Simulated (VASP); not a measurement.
Crystal: InAs.

```
In As
1.0
     0.00000    3.05356    3.05356
     3.05356    0.00000    3.05356
     3.05356    3.05356    0.00000
In As
1 1
Direct
  0.00000 0.00000 0.00000
  0.25000 0.25000 0.25000
```

The cell was built by a generator and isn't the measured one.

| Property | Result |
| --- | --- |
| Program | VASP 6.6.1 |
| Task | relaxation of cell and atoms |
| Functional | LDA |
| Potentials or basis | VASP PAW LDA potentials, release 64 (In_d, As) |
| Cutoff | 600 eV |
| k mesh | 12 × 12 × 12 |
| Occupations | gaussian, width 0.1 eV |
| Spin | no spin polarisation |

At the start: pressure -2.1 GPa; volume 28.47 Å³/atom.

Q: Where does the relaxation end?

A: Over 15 steps the energy falls by 6.9 meV/atom and the volume is 27.44 Å³/atom (-3.6 %); space group F-43m (No. 216, to 0.05 Å).

Step by step:
```csv
step,energy change (eV),largest force (eV/Å),pressure (GPa),volume (Å³)
1,0.0000,0.0000,-2.05,56.94
2,-0.0110,0.0000,1.03,53.99
3,-0.0137,0.0000,0.02,54.87
4,-0.0137,0.0000,-0.05,54.91
5,-0.0137,0.0000,-0.05,54.91
6,-0.0137,0.0000,-0.07,54.91
7,-0.0137,0.0000,-0.04,54.91
8,-0.0137,0.0000,-0.04,54.91
9,-0.0137,0.0000,-0.04,54.91
10,-0.0137,0.0000,-0.04,54.91
11,-0.0137,0.0000,-0.04,54.91
12,-0.0137,0.0000,-0.05,54.91
13,-0.0137,0.0000,-0.05,54.90
14,-0.0137,0.0000,-0.03,54.90
15,-0.0137,0.0000,-0.01,54.89
```

Final structure:
```xyz
2
Lattice="0.0000 3.0163 3.0163 3.0163 0.0000 3.0163 3.0163 3.0163 0.0000" Properties=species:S:1:pos:R:3 pbc="T T T"
In    0.0000    0.0000    0.0000
As    1.5082    1.5082    1.5082
```
